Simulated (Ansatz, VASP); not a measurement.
Sn3C5 in VASP and in Ansatz

```xyz
8
Lattice="-2.9520 2.9520 2.9520 2.9520 -2.9520 2.9520 2.9520 2.9520 -2.9520" Properties=species:S:1:pos:R:3 pbc="T T T"
Sn    2.9520    0.0000    0.0000
Sn    0.0000    0.0000    2.9520
Sn    0.0000    2.9520    0.0000
C     0.0000    0.0000    0.0000
C     1.4760    1.4760   -1.4760
C     1.4760   -1.4760    1.4760
C    -1.4760    1.4760    1.4760
C     1.4760    1.4760    1.4760
```

Change from the starting cell: species swapped into the Fe5Co3 type (Im-3m, No. 229).

Alike in both runs: functional PBE; k mesh 4 × 4 × 4; occupations gaussian, width 0.1 eV; no spin polarisation.

Ansatz relaxed the structure, and its values are those at the end. VASP's run is a single point on that final structure, the one shown.

```csv
,VASP,Ansatz
version,VASP 6.6.1,Ansatz 0.2.0
potentials or method,"VASP PAW PBE potentials, release 64 (Sn_d, C)","scalar-relativistic, plane waves, PAW"
plane-wave cutoff (eV),520,420
valence electrons in the cell,62,62
```

```csv
,VASP,Ansatz,Ansatz less VASP
gap on the k mesh at the Fermi level (eV),none,none,-
pressure (GPa),-0.1,-0.2,-0.06
```

A gap of «none» marks a metal or a gap that the smearing closes.

Caveats: the k mesh is coarse (spacing up to 0.38 Å⁻¹), so the values aren't converged.
